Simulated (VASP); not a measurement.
Data:

```xyz
8
Lattice="7.8117 0.0000 0.0000 0.0000 3.7985 0.0000 0.0000 0.0000 5.6118" Properties=species:S:1:pos:R:3 pbc="T T T"
Er     5.3103     0.9496     4.9651
Er     2.5013     2.8489     0.6467
Er     6.4072     2.8489     2.1592
Er     1.4045     0.9496     3.4526
Si     4.2068     0.9496     2.0764
Si     3.6048     2.8489     3.5354
Si     7.5106     2.8489     4.8824
Si     0.3010     0.9496     0.7295
```

Method: r2SCAN meta-GGA, VASP's PBE PAW potentials (set 64) (plane waves; VASP 6.6.1). Settings: 400 eV cut-off, 5×9×6 Γ-centred mesh, tetrahedra with Blöchl corrections, potentials Er_3 Si.

The 4f electrons are frozen in the core of the lanthanide potential, so 4f levels, which can set the real gap, and their magnetism are missing.

Task: Give the energies of bands 17 to 30 at the high-symmetry points, in eV from the Fermi level.

Result: 
| band | Γ | X | S | Y | Z | U | R | T |
|---|---|---|---|---|---|---|---|---|
| 17 | -4.98 | -4.31 | -3.42 | -3.54 | -4.42 | -3.31 | -4.05 | -4.61 |
| 18 | -3.57 | -4.31 | -3.42 | -3.54 | -4.42 | -3.31 | -4.05 | -4.61 |
| 19 | -3.19 | -2.32 | -3.42 | -3.40 | -2.40 | -2.74 | -4.05 | -3.58 |
| 20 | -2.64 | -2.32 | -3.42 | -3.40 | -2.40 | -2.74 | -4.05 | -3.58 |
| 21 | -2.41 | -2.24 | -2.44 | -2.51 | -2.22 | -2.36 | -2.17 | -2.29 |
| 22 | -1.91 | -2.24 | -2.44 | -2.51 | -2.22 | -2.36 | -2.17 | -2.29 |
| 23 | -1.76 | -1.73 | -2.44 | -2.27 | -0.92 | -1.66 | -2.17 | -2.10 |
| 24 | -1.30 | -1.73 | -2.44 | -2.27 | -0.92 | -1.66 | -2.17 | -2.10 |
| 25 | 0.44 | 0.54 | -0.88 | -0.91 | -0.25 | -0.01 | -0.48 | -0.16 |
| 26 | 0.98 | 0.54 | -0.88 | -0.91 | -0.25 | -0.01 | -0.48 | -0.16 |
| 27 | 1.22 | 0.80 | -0.88 | -0.64 | 1.30 | 0.97 | -0.48 | 0.55 |
| 28 | 1.24 | 0.80 | -0.88 | -0.64 | 1.30 | 0.97 | -0.48 | 0.55 |
| 29 | 1.70 | 0.93 | 3.54 | 2.81 | 1.42 | 1.41 | 2.58 | 1.05 |
| 30 | 1.75 | 0.93 | 3.55 | 2.83 | 1.42 | 1.41 | 2.58 | 1.05 |

It has no gap at this level: it comes out as a metal or semimetal.

The structure comes from a computed database's ErSi entry (Pnma); how it stands against other phases isn't given here. It was relaxed first.
